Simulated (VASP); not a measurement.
BeCd2S3:

```xyz
6
Lattice="5.7748 0.0000 0.0000 -2.8874 5.0011 0.0000 0.0000 0.0000 4.0561" Properties=species:S:1:pos:R:3 pbc="T T T"
Be    0.0000    0.0000    3.6051
Cd    2.8874    1.6670    3.9065
Cd    0.0000    3.3341    3.9065
S     1.4437    2.5006    1.8638
S     2.8874    0.0000    1.8638
S    -1.4437    2.5006    1.8638
```

The cell was built by a generator and needn't be a form met in nature.

| Item | Value |
| --- | --- |
| Program | VASP 6.6.1 |
| Task | relaxation of cell and atoms |
| Functional | PBE |
| Potentials or basis | VASP PAW PBE potentials, release 64 (Be, Cd, S) |
| Cutoff | 520 eV |
| k mesh | 3 × 3 × 4 |
| Occupations | gaussian, width 0.15 eV |
| Spin | no spin polarisation |

At the start: pressure 10.0 GPa; volume 19.52 Å³/atom.

Task: How do energy, volume and symmetry change on relaxing?

Result: Over 22 steps the energy falls by 252.0 meV/atom and the volume is 25.67 Å³/atom (+31.5 %); space group P6mm (No. 183, to 0.05 Å).

The path:
| step | energy change (eV) | largest force (eV/Å) | pressure (GPa) | volume (Å³) |
| --- | --- | --- | --- | --- |
| 1 | 0.0000 | 0.1900 | 9.99 | 117.14 |
| 2 | -0.4957 | 0.1261 | -1.43 | 139.01 |
| 3 | -0.5102 | 0.1335 | -0.50 | 135.35 |
| 4 | -0.5095 | 0.1340 | -0.07 | 134.64 |
| 5 | -0.5976 | 0.1178 | 0.36 | 135.89 |
| 6 | -0.8126 | 0.1734 | 0.28 | 139.07 |
| 7 | -0.9621 | 0.2788 | 1.46 | 142.59 |
| 8 | 0.7726 | 0.0992 | 16.20 | 135.91 |
| 9 | -1.0453 | 0.2328 | 1.63 | 142.82 |
| 10 | -1.3232 | 0.1041 | 4.99 | 141.32 |
| 11 | -0.8483 | 0.0951 | 8.70 | 139.13 |
| 12 | -1.3051 | 0.0978 | 5.35 | 141.10 |
| 13 | -1.3496 | 0.0913 | 4.83 | 143.35 |
| 14 | -1.3612 | 0.0698 | 3.01 | 148.46 |
| 15 | -1.3724 | 0.0749 | 3.59 | 146.57 |
| 16 | -1.4117 | 0.0715 | 2.95 | 147.66 |
| 17 | -1.4887 | 0.0706 | 1.58 | 150.97 |
| 18 | -1.4889 | 0.0919 | -1.12 | 157.62 |
| 19 | -1.5116 | 0.0820 | -0.15 | 154.56 |
| 20 | -1.5118 | 0.0806 | 0.02 | 154.12 |
| 21 | -1.5117 | 0.0803 | 0.13 | 153.96 |
| 22 | -1.5119 | 0.0773 | 0.24 | 154.03 |

Final structure:
```
Be Cd S
1.0
     7.76740    0.00000    0.00000
    -3.88370    6.72677    0.00000
     0.00000    0.00000    2.94803
Be Cd S
1 2 3
Direct
  0.00000 0.00000 0.86041
  0.66667 0.33333 0.96100
  0.33333 0.66667 0.96100
  0.50000 0.50000 0.47041
  0.50000 0.00000 0.47041
  0.00000 0.50000 0.47041
```

Caveat: the k mesh is coarse (spacing up to 0.42 Å⁻¹), so the values aren't converged; the volume moved by over 15 % at a fixed basis, so the end points are rough; the relaxation stopped at a loose force limit of 0.08 eV/Å, so its end isn't a converged minimum.
